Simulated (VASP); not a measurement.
Energy against volume of CdF₂ (fluorite). Computed with RPBE GGA, VASP's PBE PAW potentials (set 64) (plane waves; VASP). Settings: 520 eV cut-off, 7×7×7 Γ-centred mesh, Gaussian smearing of 0.050 eV, potentials Cd F.

```
V (Å³/atom)  E (eV/atom)
-----------  -----------
13.638          -3.33053
14.074          -3.34241
14.509          -3.34649
14.944          -3.34411
```

**Question.** Fit these four points and predict the energy of the run at 15.380 Å³/atom.

**Answer.** A cubic in V^(−2/3), the third-order Birch-Murnaghan form, passes through the four points with V0 = 14.55 Å³/atom and B0 = 78 GPa, and gives -3.3363 eV/atom there. The run gave -3.3362 eV/atom, +0.1 meV/atom from the fit; all five points give B0 = 79 GPa.

The compound is CdF2 in the fluorite structure. It was relaxed first, which changed the volume by +12 %.
